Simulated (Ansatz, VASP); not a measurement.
# Pd3PbC: VASP beside Ansatz

Wanted: the spread between two codes on one cell, functional and k mesh. The cell is taken from a series of runs on this material, whose earlier steps may have relaxed, scaled, displaced or heated it; both programs get it as it stands.

Method: plane waves, with VASP 6.6.1 beside it; relaxation of cell and atoms at PBEsol, in Ansatz 0.2.0.

### 1. Set-up

It takes space group Pmma (No. 51, orthorhombic). The conventional cell has a = 5.969 Å, b = 4.221 Å, c = 5.969 Å, α = 90.00°, β = 90.00°, γ = 90.00°. Nearest to Pd lie 2 C at 2.11 Å and 4 Pb at 2.91 to 3.06 Å and 8 Pd at 2.92 to 3.06 Å. Nearest to Pd lie 2 C at 2.11 Å and 8 Pd at 2.92 to 2.98 Å and 4 Pb at 3.02 Å. Nearest to Pd lie 2 C at 2.11 Å and 4 Pb at 2.95 Å and 4 Pd at 2.98 Å. Nearest to Pb lie 12 Pd at 2.91 to 3.06 Å. C has 6 Pd at 2.11 Å nearest. Farther neighbours are not listed.

### 2. VASP: relaxation of cell and atoms, PBEsol

The relaxed volume is the usual yardstick between codes: in a stiff, nearly cubic crystal its relative difference is about their pressure difference at one cell divided by the bulk modulus.

Lines of VASP's logs that name or quote its potential files are left out, and so is its time.

Contents of INCAR:

```
SYSTEM = Pd3PbC
PREC = Accurate
ENCUT = 600
EDIFF = 1E-07
NELM = 120
ISMEAR = 1
SIGMA = 0.2
LREAL = .FALSE.
ALGO = Normal
GGA = PS
NBANDS = 59
LASPH = .TRUE.
LORBIT = 11
LWAVE = .FALSE.
LCHARG = .FALSE.
ISIF = 3
IBRION = 2
NSW = 80
EDIFFG = -0.005
GGA_COMPAT = .FALSE.
NELMIN = 4
KPAR = 2
```

Contents of POSCAR:

```
Pd3PbC
1.0
   -4.2208840000      0.0000000000      0.0000000000
    0.0000000000     -4.2208840000     -4.2208840000
    0.0000000000     -4.2208840000      4.2208840000
Pd Pb C
6 2 2
Direct
    0.0000000000      0.0234536178      0.5000000000
    0.0000000000      0.4765463822      0.0000000000
    0.5000000000      0.2500000000      0.2500000000
    0.5000000000      0.7500000000      0.7500000000
    0.5000000000      0.7500000000      0.2500000000
    0.5000000000      0.2500000000      0.7500000000
    0.0000000000      0.9898620763      0.0000000000
    0.0000000000      0.5101379237      0.5000000000
    0.5000000000      0.0006455994      0.5000000000
    0.5000000000      0.4993544006      0.0000000000
```

Contents of KPOINTS:

```
Automatic mesh
0
Gamma
8 6 6
0 0 0
```

PAW data sets: Pd, Pb_d and C (PBE family, release 64).

On the command line:

```console
$ mpirun -np 2 vasp_std
```

Numbers of over 12 decimals in the logs are rounded to 6 here.

Output:

```text
[banner, memory and clock lines left out]
running    2 mpi-ranks, on    1 nodes
 distrk:  each k-point on    1 cores,    2 groups
 distr:  one band on    1 cores,    1 groups

 POSCAR found type information on POSCAR PdPbC
 POSCAR found :  3 types and      10 ions
|                                                                             |
|               ----> ADVICE to this user running VASP <----                  |
|                                                                             |
|     You enforced a specific xc type in the INCAR file but a different       |
|     [... a line on the potential file left out ...]
|     I HOPE YOU KNOW WHAT YOU ARE DOING!                                     |
|                                                                             |

 LDA part: xc-table for (Slater+PW92), standard interpolation
 POSCAR, INCAR and KPOINTS ok, starting setup
 FFT: planning ... GRIDC
 FFT: planning ... GRID_SOFT
 FFT: planning ... GRID
 WAVECAR not read
 entering main loop
       N       E                     dE             d eps       ncg     rms          rms(c)
DAV:   1     0.108880605802E+04    0.10888E+04   -0.49342E+04  9440   0.204E+03
DAV:   2     0.676642623140E+02   -0.10211E+04   -0.96996E+03  9887   0.522E+02
DAV:   3    -0.561175785564E+02   -0.12378E+03   -0.11317E+03 10555   0.186E+02
DAV:   4    -0.654676235760E+02   -0.93500E+01   -0.90472E+01 12853   0.467E+01
DAV:   5    -0.657798822913E+02   -0.31226E+00   -0.31132E+00 12024   0.874E+00    0.280E+01
DAV:   6    -0.620322732329E+02    0.37476E+01   -0.18167E+01 11130   0.232E+01    0.111E+01
DAV:   7    -0.615864503722E+02    0.44582E+00   -0.31041E+00 10219   0.113E+01    0.837E+00
DAV:   8    -0.615631189505E+02    0.23331E-01   -0.70677E-01 10956   0.637E+00    0.242E+00
DAV:   9    -0.614950173517E+02    0.68102E-01   -0.21125E-01 10420   0.500E+00    0.744E-01
DAV:  10    -0.614864577651E+02    0.85596E-02   -0.33737E-02 11223   0.136E+00    0.281E-01
DAV:  11    -0.614862462640E+02    0.21150E-03   -0.69951E-03 13701   0.525E-01    0.140E-01
DAV:  12    -0.614862080648E+02    0.38199E-04   -0.38139E-04 11752   0.153E-01    0.442E-02
DAV:  13    -0.614861996845E+02    0.83802E-05   -0.49488E-05 11916   0.710E-02    0.207E-02
DAV:  14    -0.614861961369E+02    0.35477E-05   -0.11503E-05 11168   0.359E-02    0.826E-03
DAV:  15    -0.614861968582E+02   -0.72129E-06   -0.16681E-06 12694   0.778E-03    0.298E-03
DAV:  16    -0.614861966692E+02    0.18897E-06   -0.15908E-07  5676   0.340E-03    0.109E-03
DAV:  17    -0.614861965936E+02    0.75566E-07   -0.44541E-08  5356   0.185E-03
   1 F= -.61486197E+02 E0= -.61487297E+02  d E =-.614862E+02
[... from here on, the cycles between the ionic steps are left out ...]
   2 F= -.61486638E+02 E0= -.61487770E+02  d E =-.441256E-03
   6 F= -.61487295E+02 E0= -.61488491E+02  d E =-.147510E-03
   7 F= -.61487699E+02 E0= -.61488894E+02  d E =-.551956E-03
   8 F= -.61488320E+02 E0= -.61489509E+02  d E =-.117290E-02
   9 F= -.61488694E+02 E0= -.61489874E+02  d E =-.154629E-02
  10 F= -.61488988E+02 E0= -.61489948E+02  d E =-.293850E-03
  11 F= -.61488989E+02 E0= -.61489910E+02  d E =-.295249E-03
  12 F= -.61488990E+02 E0= -.61489925E+02  d E =-.296551E-03
  13 F= -.61489051E+02 E0= -.61489962E+02  d E =-.608033E-04
  14 F= -.61489054E+02 E0= -.61489958E+02  d E =-.636094E-04
 curvature:  -2.09 expect dE=-0.148E-03 dE for cont linesearch -0.867E-08
 trial: gam= 1.96370 g(F)=  0.282E-05 g(S)=  0.679E-04 ort = 0.426E-06 (trialstep = 0.533E+00)
 search vector abs. value=  0.241E-03
 bond charge predicted
       N       E                     dE             d eps       ncg     rms          rms(c)
DAV:   1    -0.614892613125E+02   -0.20728E-03   -0.15967E-02  9987   0.648E-01    0.954E-02
DAV:   2    -0.614891071238E+02    0.15419E-03   -0.10474E-03 10850   0.219E-01    0.379E-02
DAV:   3    -0.614890837337E+02    0.23390E-04   -0.96227E-05 11953   0.726E-02    0.208E-02
DAV:   4    -0.614890771119E+02    0.66217E-05   -0.30480E-05 12883   0.493E-02    0.108E-02
DAV:   5    -0.614890762510E+02    0.86092E-06   -0.71700E-06 10811   0.269E-02    0.455E-03
DAV:   6    -0.614890766398E+02   -0.38873E-06   -0.10387E-06 10874   0.828E-03    0.216E-03
DAV:   7    -0.614890768416E+02   -0.20183E-06   -0.17311E-07  5492   0.369E-03    0.123E-03
DAV:   8    -0.614890769271E+02   -0.85545E-07   -0.61255E-08  4918   0.245E-03
  15 F= -.61489077E+02 E0= -.61489967E+02  d E =-.229508E-04
 trial-energy change:   -0.000023  1 .order   -0.000023   -0.000038   -0.000008
 step:   0.6830(harm=  0.6830)  dis= 0.00078  next Energy=   -61.489078 (dE=-0.244E-04)
 reached required accuracy - stopping structural energy minimisation
```

OUTCAR, selected parts (step 2):

```text
ion  position               nearest neighbor table
   1  0.000  0.023  0.500-   9 2.11   9 2.11   8 2.91   6 2.92   3 2.92   6 2.92   3 2.92   7 2.99
                             7 2.99   4 3.06   5 3.06   4 3.06   5 3.06   8 3.06
   2  0.000  0.477  0.000-  10 2.11  10 2.11   7 2.91   6 2.92   3 2.92   6 2.92   3 2.92   8 2.99
                             8 2.99   4 3.06   5 3.06   4 3.06   5 3.06   7 3.06
   3  0.500  0.250  0.250-   9 2.11  10 2.11   1 2.92   2 2.92   1 2.92   2 2.92   6 2.98   5 2.98
                             5 2.98   6 2.98   7 3.02   8 3.02   7 3.02   8 3.02
   4  0.500  0.750  0.750-   9 2.11  10 2.11   7 2.95   8 2.95   7 2.95   8 2.95   5 2.98   6 2.98
                             5 2.98   6 2.98   1 3.06   2 3.06   1 3.06   2 3.06
   5  0.500  0.750  0.250-   9 2.11  10 2.11   7 2.95   8 2.95   7 2.95   8 2.95   4 2.98   3 2.98
                             3 2.98   4 2.98   1 3.06   2 3.06   1 3.06   2 3.06
   6  0.500  0.250  0.750-   9 2.11  10 2.11   1 2.92   2 2.92   1 2.92   2 2.92   3 2.98   4 2.98
                             3 2.98   4 2.98   7 3.02   8 3.02   7 3.02   8 3.02
   7  0.000  0.990  0.000-   2 2.91   4 2.95   5 2.95   4 2.95   5 2.95   1 2.99   1 2.99   3 3.02
                             6 3.02   3 3.02   6 3.02   2 3.06   8 4.14   8 4.14
   8  0.000  0.510  0.500-   1 2.91   4 2.95   5 2.95   4 2.95   5 2.95   2 2.99   2 2.99   3 3.02
                             6 3.02   3 3.02   6 3.02   1 3.06   7 4.14   7 4.14
   9  0.500  0.001  0.500-   3 2.11   6 2.11   5 2.11   4 2.11   1 2.11   1 2.11
  10  0.500  0.499  0.000-   3 2.11   6 2.11   5 2.11   4 2.11   2 2.11   2 2.11

  LATTYP: Found a simple tetragonal cell.
 ALAT       =     5.9692313980
 C/A-ratio  =     0.7071067812

 Subroutine GETGRP returns: Found  8 space group operations
 (whereof  4 operations were pure point group operations)

The static configuration has the point symmetry C_2v.
 The point group associated with its full space group is D_2h.

 Found     80 irreducible k-points:

   k-points           NKPTS =     80   k-points in BZ     NKDIM =     80   number of bands    NBANDS=     59

   dimension x,y,z NGX =    36 NGY =   48 NGZ =   48
   dimension x,y,z NGXF=    72 NGYF=   96 NGZF=   96

   ENCUT  =  600.0 eV  44.10 Ry    6.64 a.u.   8.43 11.92 11.92*2*pi/ulx,y,z

   NELECT =      96.0000    total number of electrons

 k-points in reciprocal lattice and weights: Automatic mesh
   0.00000000  0.00000000  0.00000000       0.003
   0.12500000  0.00000000  0.00000000       0.007
   0.25000000  0.00000000  0.00000000       0.007
   0.37500000  0.00000000  0.00000000       0.007
   0.50000000  0.00000000  0.00000000       0.003
   0.00000000  0.16666667  0.00000000       0.007
   0.00000000  0.00000000  0.16666667       0.007
   0.12500000  0.16666667  0.00000000       0.014
   0.12500000  0.00000000  0.16666667       0.014
[...]
0.37500000  0.50000000  0.50000000       0.007
   0.50000000  0.50000000  0.50000000       0.003

 average (electrostatic) potential at core
       1 -70.9159       2 -70.9159       3 -70.8789       4 -70.8674       5 -70.8674
       6 -70.8789       7 -87.1421       8 -87.1421       9 -46.1877      10 -46.1877

 E-fermi :   9.7232

 k-point     1 :       0.0000    0.0000    0.0000
  band No.  band energies     occupation
    ...
     44       8.5708      2.00000
     45       8.5854      2.00000
     46       8.6515      2.00000
     47       9.1762      2.00076
     48       9.2276      2.00255
     49      10.1507     -0.01000
     50      11.0872     -0.00000
     51      11.3153     -0.00000
     52      11.3489     -0.00000
     53      11.3693     -0.00000
    ...

 k-point     2 :       0.1250    0.0000    0.0000
  band No.  band energies     occupation
    ...
     44       8.5856      2.00000
     45       8.6264      2.00000
     46       8.8434      2.00000
     47       9.1376      2.00028
     48       9.1881      2.00102
     49       9.9277     -0.05458
     50      11.0077     -0.00000
     51      11.5308     -0.00000
     52      11.5924     -0.00000
     53      11.6956     -0.00000
    ...

 k-point     3 :       0.2500    0.0000    0.0000
  band No.  band energies     occupation
    ...
     44       8.5862      2.00000
     45       8.9884      2.00000
     46       9.0396      2.00001
     47       9.0566      2.00003
     48       9.2464      2.00383
     49       9.9467     -0.06683
     50      10.8532     -0.00000
     51      11.0507     -0.00000
     52      11.8927     -0.00000
     53      12.0861     -0.00000
    ...

  Total        0.0134614     -0.0216754     -0.0216754      0.0000000     -0.0081577      0.0000000
  in kB        0.1434118     -0.2309202     -0.2309202      0.0000000     -0.0869085      0.0000000
  external PRESSURE =      -0.1061429 kB  Pullay stress =       0.0000000 kB

  energy-cutoff  :      600.00
  volume of cell :      150.39
      direct lattice vectors                 reciprocal lattice vectors
    -4.210279112  0.000000000  0.000000000    -0.237513945  0.000000000  0.000000000
     0.000000000 -4.237139492 -4.237139492     0.000000000 -0.118004140 -0.118004140
     0.000000000 -4.215052597  4.215052597     0.000000000 -0.118622482  0.118622482

 POSITION                                       TOTAL-FORCE (eV/Angst)
 -----------------------------------------------------------------------------------
      0.00000     -2.24142      1.97364         0.000000      0.000706      0.000706
      0.00000     -1.98468     -1.98468         0.000000     -0.000706     -0.000706
     -2.10514     -2.11305     -0.00552         0.000000      0.000000     -0.000000
     -2.10514     -6.33914     -0.01657         0.000000     -0.000000     -0.000000
     -2.10514     -4.23162     -2.12409         0.000000     -0.000000     -0.000000
     -2.10514     -4.22057      2.10200         0.000000      0.000000     -0.000000
      0.00000     -4.17305     -4.17305         0.000000     -0.003210     -0.003210
      0.00000     -4.29018     -0.07513         0.000000      0.003210      0.003210
     -2.10514     -2.11420      2.10086         0.000000      0.002782      0.002782
     -2.10514     -2.11190     -2.11190         0.000000     -0.002782     -0.002782
 -----------------------------------------------------------------------------------
    total drift:                               -0.000000     -0.000000     -0.000000

  FREE ENERGIE OF THE ION-ELECTRON SYSTEM (eV)
  ---------------------------------------------------
  free  energy   TOTEN  =       -61.4890769271 eV

  energy  without entropy=      -61.4917486264  energy(sigma->0) =      -61.48996749

 reached required accuracy - stopping structural energy minimisation

 total charge
# of ion       s       p       d       tot
------------------------------------------
    1        0.445   0.532   8.593   9.570
    2        0.445   0.532   8.593   9.570
    3        0.445   0.544   8.595   9.584
    4        0.443   0.513   8.607   9.563
    5        0.443   0.513   8.607   9.563
    6        0.445   0.544   8.595   9.584
    7        1.315   0.838   9.844  11.997
    8        1.315   0.838   9.844  11.997
    9        0.859   1.393   0.000   2.252
   10        0.859   1.393   0.000   2.252
--------------------------------------------------
tot          7.015   7.640  71.278  85.933

[... 3 further parts left out ...]
```

The run keeps the 8 symmetry operations of its start, so it cannot find a distortion of lower symmetry.

(Continued in part 2 of 2.)

[Lines on the potential files, build, host, timing and source positions are cut from VASP's logs without a mark.]

[Logs are printed without paths, hosts, clocks, repeated set-up lines and the standing remarks that a program may print on its own settings, such as how far it seeks lower states.]

[Hosts, paths, dates, database ids (printed as entryN), source tags and the programs' standing remarks are cut or masked in the printed files.]
